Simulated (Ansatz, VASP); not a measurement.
# Lu2CdS4 (Lu2CdS4 (Fd-3m)) in two plane-wave programs, part 2 of 2

Wanted: the spread between two codes on one cell, functional and k mesh. The cell is taken from a series of runs on this material, whose earlier steps may have relaxed, scaled, displaced or heated it; both programs get it as it stands.

VASP 6.6.1 and Ansatz 0.2.0.

So far: The starting structure; VASP: relaxation of cell and atoms, r2SCAN.

## 3. Ansatz: relaxation of cell and atoms, r2SCAN

Level of this step: Ansatz beside VASP: Kohn-Sham DFT, plane waves, r2SCAN (Ansatz).

Ansatz runs on its PAW soft_1 files.

The same cell, functional, mesh and smearing now go to Ansatz.

Contents of input.yaml:

```yaml
crystal:
  lattice:
    - [0.0, 5.5218762, 5.5218762]
    - [5.5218762, 0.0, 5.5218762]
    - [5.5218762, 5.5218762, 0.0]
  atoms:
    - { symbol: Lu, position: [0.125, 0.625, 0.625] }
    - { symbol: Lu, position: [0.625, 0.625, 0.625] }
    - { symbol: Lu, position: [0.625, 0.125, 0.625] }
    - { symbol: Lu, position: [0.625, 0.625, 0.125] }
    - { symbol: Cd, position: [0.0, 0.0, 0.0] }
    - { symbol: Cd, position: [0.25, 0.25, 0.25] }
    - { symbol: S, position: [0.86659919, 0.86659919, 0.86659919] }
    - { symbol: S, position: [0.84979757, 0.38340081, 0.38340081] }
    - { symbol: S, position: [0.38340081, 0.38340081, 0.84979757] }
    - { symbol: S, position: [0.38340081, 0.84979757, 0.38340081] }
    - { symbol: S, position: [0.86659919, 0.86659919, 0.40020243] }
    - { symbol: S, position: [0.86659919, 0.40020243, 0.86659919] }
    - { symbol: S, position: [0.38340081, 0.38340081, 0.38340081] }
    - { symbol: S, position: [0.40020243, 0.86659919, 0.86659919] }
basis:
  ecutwfc: 500
  xc_grid: 2
hamiltonian:
  xc: r2scan
  pseudopotentials: { kind: paw, azcp: { folder: soft_1 } }
kpoints:
  mp_grid: { grid: [4, 4, 4] }
scf:
  occupations: { method: fermi_dirac, width: 0.01 }
  max_iter: 150
output:
  forces: true
  stress: true
relax:
  f_tol: 0.01
  max_steps: 60
  cell: {}
checkpoint:
  write: "../r2scan.run"
  compress: false
  write_wavefunctions: false
  write_every: 100000
```

On the command line:

```
$ ansatz run input.yaml --threads 4 --pin off --max-ram 6594MiB --backend cpu --events-out ev --progress --plain --runs-dir out
```

Numbers of over 12 decimals in the logs are rounded to 6 here.

Output:

```text
Engine: ansatz 0.2.0, aarch64-unknown-linux-gnu
Pseudopotentials: kind: paw
Pseudopotential: Lu, paw, valence charge 25, recommended cutoff 500 eV (meta_gga), soft_1/Lu.paw.azcp
Pseudopotential: Cd, paw, valence charge 20, recommended cutoff 500 eV (meta_gga), soft_1/Cd.paw.azcp
Pseudopotential: S, paw, valence charge 6, recommended cutoff 500 eV (meta_gga), soft_1/S.paw.azcp
Functional definition: r2SCAN
  parameter k0 = 0.174
  parameter k1 = 0.065
  parameter a1 = 4.9479
  exchange = r2scan_x(k0 = k0, k1 = k1, a1 = a1)
  correlation = r2scan_c
Crystal: 14 atoms, lattice volume = 336.736 Å³
Basis set: ecut = 500 eV, 8609 PW (Γ), exchange–correlation on 120×120×120 points (8 copies of the dense FFT grid, shifted against one another)
Bands: 113, of which v1, the nominal top of the filled ones, is band 94 counted from 1 (93 counted from 0)
Symmetry: 48 space group operations
Space group: Fd-3m (ITA 227), of the structure as read, at distance tolerance 7.0e-5 Å
k-points: 8 of 64
Non-local potential: Lu, projectors of the file, l = 0: 3, l = 1: 2, l = 2: 2, l = 3: 3
Non-local potential: Cd, projectors of the file, l = 0: 3, l = 1: 2, l = 2: 2, l = 3: 1
Non-local potential: S, projectors of the file, l = 0: 2, l = 1: 2, l = 2: 1
PAW form: soft (Blöchl's): semilocal exchange-correlation on the pseudo side does not see the compensation charge
PAW frozen core: Lu, regenerated for the run's functional (the file was generated under x = pbe(κ = 0.804, μ = 0.219515), c = pbe(β = 0.066725))
PAW frozen core: Cd, regenerated for the run's functional (the file was generated under x = pbe(κ = 0.804, μ = 0.219515), c = pbe(β = 0.066725))
PAW frozen core: S, regenerated for the run's functional (the file was generated under x = pbe(κ = 0.804, μ = 0.219515), c = pbe(β = 0.066725))
PAW one-centre angular grid: Lu, 974 points (default); XC on 160 Gauss nodes
PAW one-centre angular grid: Cd, 590 points (default); XC on 160 Gauss nodes
PAW one-centre angular grid: S, 302 points (default); XC on 160 Gauss nodes
Initial density: superposition of atomic densities (chi_scale 0.1, normalization cell, long waves kept (reshape's long-wave potential 0.05 eV rms))
Initial wavefunctions: pseudopotential atomic-orbital guess
Functional: x = r2scan, c = r2scan; τ floored in thin density (d = 2e-4 eV/Å³)
SCF iter   1: F=—  HF=-82792.314003 eV  |F-HF|=—  |Δ(HF+E_count)|=         —  Δρ=5.36e-2  dr2=2.35e1  dr2_τ=6.22e-1  ethr=3.10e-3  ⟨swp⟩=7.1  Hψ=3720  notcnv=0  defer=6
preconditioner: auto → Resta (q_TF=auto, 2.476 Å⁻¹)  ε∞=6.4  [insulator: Δε(μ)=1.410 eV  Ē_g=10.334 eV  σ=0.010 eV  W_gap=1.00  n_scr=64 (ndim 8)  ℏωp=23.9 eV  f_vac=0.037  D(μ)=0.00/eV (n_scr^D=0)  ε∞_Penn≈6.4]
SCF iter   2: F=—  HF=-82788.157870 eV  |F-HF|=—  |Δ(HF+E_count)|=    4.16e0  Δρ=2.35e-2  dr2=4.62e0  dr2_τ=1.38e-1  ethr=3.10e-3  ⟨swp⟩=4.1  Hψ=1872  notcnv=0  defer=102
SCF iter   3: F=—  HF=-82787.496794 eV  |F-HF|=—  |Δ(HF+E_count)|=   6.61e-1  Δρ=1.52e-2  dr2=1.30e0  dr2_τ=3.07e-2  ethr=2.46e-3  ⟨swp⟩=3.4  Hψ=1536  notcnv=0  defer=66
automatic band count: iteration 3 solves 109 bands in place of 113: the levels show a gap, and the empty bands left out lie too high to hold charge; the band table lists the bands solved (type scf.n_extra_bands for more)
SCF iter   4: F=—  HF=-82786.937019 eV  |F-HF|=—  |Δ(HF+E_count)|=   5.60e-1  Δρ=6.19e-3  dr2=1.72e-1  dr2_τ=4.21e-3  ethr=6.94e-4  ⟨swp⟩=4.0  Hψ=1842  notcnv=0  defer=66
SCF iter   5: F=—  HF=-82786.976372 eV  |F-HF|=—  |Δ(HF+E_count)|=   3.94e-2  Δρ=1.85e-3  dr2=1.57e-2  dr2_τ=2.44e-3  ethr=9.13e-5  ⟨swp⟩=3.1  Hψ=1806  notcnv=0  defer=66
SCF iter   6: F=—  HF=-82786.973822 eV  |F-HF|=—  |Δ(HF+E_count)|=   2.55e-3  Δρ=6.05e-4  dr2=1.47e-3  dr2_τ=6.48e-5  ethr=8.32e-6  ⟨swp⟩=3.0  Hψ=1448  notcnv=0  defer=66
SCF iter   7: F=—  HF=-82786.974792 eV  |F-HF|=—  |Δ(HF+E_count)|=   9.70e-4  Δρ=2.14e-4  dr2=2.63e-4  dr2_τ=1.49e-5  ethr=7.84e-7  ⟨swp⟩=2.0  Hψ=1564  notcnv=0  defer=66
SCF iter   8: F=—  HF=-82786.974891 eV  |F-HF|=—  |Δ(HF+E_count)|=   9.87e-5  Δρ=1.18e-4  dr2=3.67e-5  dr2_τ=1.77e-6  ethr=1.40e-7  ⟨swp⟩=2.0  Hψ=1539  notcnv=0  defer=66
SCF iter   9: F=—  HF=-82786.975365 eV  |F-HF|=—  |Δ(HF+E_count)|=   4.75e-4  Δρ=3.11e-5  dr2=3.76e-6  dr2_τ=2.51e-7  ethr=1.95e-8  ⟨swp⟩=2.0  Hψ=1558  notcnv=0  defer=66
SCF iter  10: F=—  HF=-82786.975367 eV  |F-HF|=—  |Δ(HF+E_count)|=   1.72e-6  Δρ=1.03e-5  dr2=3.25e-7  dr2_τ=4.52e-8  ethr=2.00e-9  ⟨swp⟩=2.0  Hψ=1544  notcnv=0  defer=66
SCF iter  11: F=-82786.975367 eV  HF=-82786.975367 eV  |F-HF|=2.32e-8  |Δ(HF+E_count)|=   7.19e-8  Δρ=2.19e-6  dr2=1.73e-8  dr2_τ=1.77e-9  ethr=5.32e-11  ⟨swp⟩=5.9  Hψ=4102  notcnv=0
SCF 1 converged in 11 iterations: F = -82786.975367 eV  dr2 = 1.73e-8
[...]
SCF iter   6: F=—  HF=-82786.971687 eV  |F-HF|=—  |Δ(HF+E_count)|=   2.43e-6  Δρ=1.73e-5  dr2=1.31e-6  dr2_τ=4.03e-8  ethr=9.06e-9  ⟨swp⟩=2.0  Hψ=1527  notcnv=0
SCF iter   7: F=-82786.971687 eV  HF=-82786.971687 eV  |F-HF|=6.01e-8  |Δ(HF+E_count)|=   4.62e-7  Δρ=4.77e-6  dr2=1.11e-7  dr2_τ=1.05e-8  ethr=2.45e-10  ⟨swp⟩=5.1  Hψ=3926  notcnv=0
SCF 2 converged in 7 iterations: F = -82786.971687 eV  dr2 = 1.11e-7
relax step   2: F+E_penalty+E_count = -82786.97168740 eV  Δ(F+E_penalty+E_count) = +3.680e-3 eV  max|allowed force component| = 6.986e-2 eV/Å  Δτ_max = 0.0113 Å  P = -0.509 GPa  Ω = 340.172 Å³  energy of the carried Pulay correction = -8.666e-4 eV  (7 SCF iters, dr2 threshold 4.61e-7 eV, rejected (line search))
[...]
relax step   3: F+E_penalty+E_count = -82786.97848007 eV  Δ(F+E_penalty+E_count) = -3.113e-3 eV  max|allowed force component| = 6.601e-4 eV/Å  Δτ_max = 0.0044 Å  P = -0.003 GPa  Ω = 338.343 Å³  energy of the carried Pulay correction = -4.064e-4 eV  (11 SCF iters, accepted)
[...]
relax step   4: F+E_penalty+E_count = -82786.97891900 eV  Δ(F+E_penalty+E_count) = -4.389e-4 eV  max|allowed force component| = 6.571e-4 eV/Å  Δτ_max = 0.0000 Å  P = -0.002 GPa  Ω = 338.343 Å³  stress off target by 2.40e-3 GPa  SCF on the basis re-selected at this cell (its energy is not comparable with the rows above)  (5 SCF iters)
basis re-selected at this cell: Δ(F+E_penalty+E_count) = -4.389e-4 eV, ΔP = +0.001 GPa vs the last step (what re-selecting the basis moved, of the pressure what is left beyond the Pulay correction that the steps carried, after the strain that the cell walked since its last selection, with what the two solves' SCF thresholds leave and, on support functions, any second-order correction that the steps lacked; it is no m [...]
SCF converged after 5 iterations
Free energy (F): -82786.978919 eV
Harris-Foulkes:  -82786.978919 eV  (|F-HF|=1.46e-11)
Internal energy: -82786.978919 eV  (E = F + TS)
E sigma→0 (E₀):  -82786.978919 eV
Fermi energy:    8.403861 eV
--- Per-component energies (eV) ---
  E_band       = -1495.717418
  E_kinetic    = 3408.442822
  E_local      = -41201.478703  (includes V_loc(G=0)·N_el)
  E_nonlocal   = 3207.746899
  E_hartree    = 17674.244316
  E_xc         = -1801.186493
  E_vxc        = -2301.676149  (∫ρ·V_xc dr)
  E_paw        = -42888.574764  (= ΣΔE_a)
  E_vpaw       = -85.386187  (= ΣTr[D̂ρ^β])
  E_aug_tail   = -0.000008  (compensation charges beyond the density's cutoff)
  E_vtau       = 128.145114  (kinetic-family band-sum trace: ∫τ·v_τ [+ j·A + Jᵃ·Aᵃ] dr)
  E_ewald      = -21186.857743
  E_core_change = 0.684756  (= ΣΔE_core)
  E_smearing   = -0.000000  (= −TS)
  E_closure    = -0.000000  (closes the sum)
  Σ components = -82786.978919   (vs F -82786.978919, Δ=0.00e0)
--- Forces (eV/Å), atoms counted from 1 ---
  atom   1  Lu    -0.00000000     0.00000000     0.00000000
  atom   2  Lu     0.00000000     0.00000000    -0.00000000
  atom   3  Lu    -0.00000000     0.00000000    -0.00000000
  atom   4  Lu    -0.00000000     0.00000000    -0.00000000
  atom   5  Cd    -0.00000000     0.00000000    -0.00000000
  atom   6  Cd     0.00000000     0.00000000     0.00000000
  atom   7  S     -0.00065710    -0.00065710    -0.00065710
  atom   8  S      0.00065710    -0.00065710    -0.00065710
  atom   9  S     -0.00065710    -0.00065710     0.00065710
  atom  10  S     -0.00065710     0.00065710    -0.00065710
  atom  11  S      0.00065710     0.00065710    -0.00065710
  atom  12  S      0.00065710    -0.00065710     0.00065710
  atom  13  S      0.00065710     0.00065710     0.00065710
  atom  14  S     -0.00065710     0.00065710     0.00065710
  max |Σ_I F_I| component: 1.31e-17 eV/Å
--- Stress (GPa, compression-positive) ---
       -0.002399      -0.000000      -0.000000
       -0.000000      -0.002399      -0.000000
       -0.000000      -0.000000      -0.002399
  P = ⅓ Tr σ = -0.0024 GPa (-0.024 kbar)
--- Relaxed structure (3 steps of the walk, 2 accepted, 1 SCFs on fresh bases) ---
  F+E_penalty+E_count = -82786.97891900 eV   max|allowed force component| = 6.571e-4 eV/Å   (the final SCF, on the basis selected at the relaxed cell)
  cell:  # Å, volume = 338.3433 Å³
    - [0, 5.530646, 5.530646]
    - [5.530646, 0, 5.530646]
    - [5.530646, 5.530646, 0]
  atoms:
    - { symbol: Lu, position: [0.125000, 0.625000, 0.625] }
    - { symbol: Lu, position: [0.625000, 0.625000, 0.625000] }
    - { symbol: Lu, position: [0.625000, 0.125000, 0.625] }
    - { symbol: Lu, position: [0.625000, 0.625000, 0.125000] }
    - { symbol: Cd, position: [0, 0, 0] }
    - { symbol: Cd, position: [0.25, 0.25, 0.25] }
    - { symbol: S, position: [0.866827, 0.866827, 0.866827] }
    - { symbol: S, position: [0.850481, 0.383173, 0.383173] }
    - { symbol: S, position: [0.383173, 0.383173, 0.850481] }
    - { symbol: S, position: [0.383173, 0.850481, 0.383173] }
    - { symbol: S, position: [0.866827, 0.866827, 0.399519] }
    - { symbol: S, position: [0.866827, 0.399519, 0.866827] }
    - { symbol: S, position: [0.383173, 0.383173, 0.383173] }
    - { symbol: S, position: [0.399519, 0.866827, 0.866827] }
```

## 4. Differences

Known differences besides the potentials themselves: VASP keeps PBE cores, Ansatz makes them for the functional; the data sets hold 188 valence electrons in Ansatz (on its PAW soft_1 files) and 108 in VASP; the cutoff is 500 eV in Ansatz and 550 eV in VASP; Ansatz adds a Pulay correction to the stress that steers its cell, VASP none. Total energies have different zeros and are not compared.

Both answers:

| quantity | Ansatz | VASP | difference |
| --- | --- | --- | --- |
| volume (Å³) | 338.34 | 336.97 | +0.41 % |
| edge a after relaxation, in the typed setting (Å) | 7.822 | 7.811 | +0.14 % |

## 5. Summary of results

| Quantity | Value |
| --- | --- |
| difference in volume (relaxation of cell and atoms, r2SCAN) | 0.41 % |

What this shows: The difference in volume is 0.41 % (relaxation of cell and atoms, r2SCAN), within the 1.2 % picked in this series as the mark of a large difference, as far as the stopping tolerances let one tell. The data sets hold unlike numbers of valence electrons (188 in Ansatz and 108 in VASP), so part of the differences comes from the potentials. Such differences can come from data sets, numerical settings and the points named under the comparisons, not from the functional's error against experiment.

[Lines on the potential files, build, host, timing and source positions are cut from VASP's logs without a mark.]

[Logs are printed without paths, hosts, clocks, repeated set-up lines and the standing remarks that a program may print on its own settings, such as how far it seeks lower states.]

[Hosts, paths, dates, database ids (printed as entryN), source tags and the programs' standing remarks are cut or masked in the printed files.]
